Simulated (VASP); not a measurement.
Given:

```
CELL_PARAMETERS angstrom
      0.00000     3.12647     3.12647
      3.22317     0.00000     3.12647
      3.22317     3.12647     0.00000
ATOMIC_POSITIONS crystal
  Na 0.00000 0.00000 0.00000
  I  0.50000 0.50000 0.50000
```

Method: r2SCAN meta-GGA, VASP's PBE PAW potentials (set 64) (plane waves; VASP 6.6.1). Numerical set-up: 480 eV cut-off, 8×8×8 Γ-centred mesh, Gaussian smearing of 0.050 eV, potentials Na_pv I.

Give the stress tensor in GPa (positive for a compressed cell).

```
0.57  0.00  0.00
0.00  1.72  0.00
0.00  0.00  1.72
```
The pressure is its mean diagonal, 1.33 GPa.

The compound is NaI in the rock salt structure. This cell was strained or had an atom moved on purpose.
